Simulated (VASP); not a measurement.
A cell of Fe (bcc) near equilibrium:

```yaml
crystal:
  lattice:
    - [-1.42737, 1.42737, 1.42737]
    - [1.42737, -1.42737, 1.42737]
    - [1.42737, 1.42737, -1.42737]
  atoms:
    - { symbol: Fe, position: [0.00000, 0.00000, 0.00000], spin: 2.7 }
```

Calculation: r2SCAN meta-GGA, VASP's PBE PAW potentials (set 64) (plane waves; VASP).

| run | ΔE (meV/atom) | σxx | σyy | σzz | largest shear component, with its sign (GPa) | largest force (eV/Å) | moment (μB) |
|---|---|---|---|---|---|---|---|
| as it is | 0.0 | 0.59 | 0.59 | 0.59 | 0.00 | 0.000 | 2.59 |
| after one change | 8.9 | -6.07 | -6.07 | -6.07 | 0.00 | 0.000 | 2.67 |
Stress is in GPa, positive when the cell is compressed.

**Question.** What was changed between the two runs?
A. uniaxial strain of +1.0 % along z
B. isotropic strain of +1.5 %
C. biaxial strain of -2.0 % in the xy plane
D. isotropic strain of -4.0 %

**Answer.** B, isotropic strain of +1.5 %

The compound is Fe in the bcc structure. The spin order is the one that the start imposed; others were not tried in this run.
